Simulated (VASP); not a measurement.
Method: rev-vdW-DF2, VASP's PBE PAW potentials (set 64) (plane waves; VASP).

The input files of a VASP run:

POSCAR:
```
MgI2
1
    2.0820030844    -3.6061346938     0.0000000000
    2.0820030844     3.6061346938    -0.0000000000
    0.0000000000     0.0000000000     6.8616744623
Mg I
1 2
Direct
  1.0000000000   1.0000000000   0.0000000000
  0.3333330000   0.6666670000   0.2438227470
  0.6666670000   0.3333330000   0.7561772530
```

### KPOINTS
```
Regular mesh
0
G
  7 7 4
```

### INCAR
```
SYSTEM = MgI2
PREC = Accurate; ENCUT = 520; LREAL = F
LASPH = T
EDIFF = 1E-7; NELM = 100; ALGO = Normal
LMAXMIX = 4
ISMEAR = -5
GGA = MK; LUSE_VDW = T; AGGAC = 0.0
PARAM1 = 0.1234568; PARAM2 = 0.7114; ZAB_VDW = -1.8867
ISIF = 2
LWAVE = F; LCHARG = T; LORBIT = 11
NEDOS = 601
LEFG = T
```

POTCAR, in this order: Mg I (PBE.64 set). Program: vasp_std.

Q: What will the output report for the number of irreducible k-points (NKPTS), largest plane-wave count, number of space-group operations, FFT grid (NGX, NGY, NGZ)?

A: 
- number of irreducible k-points (NKPTS): 28
- largest plane-wave count: 2810
- number of space-group operations: 12
- FFT grid (NGX, NGY, NGZ): 32 × 32 × 54

The compound is MgI2 in the 1T layered structure. It was relaxed first.
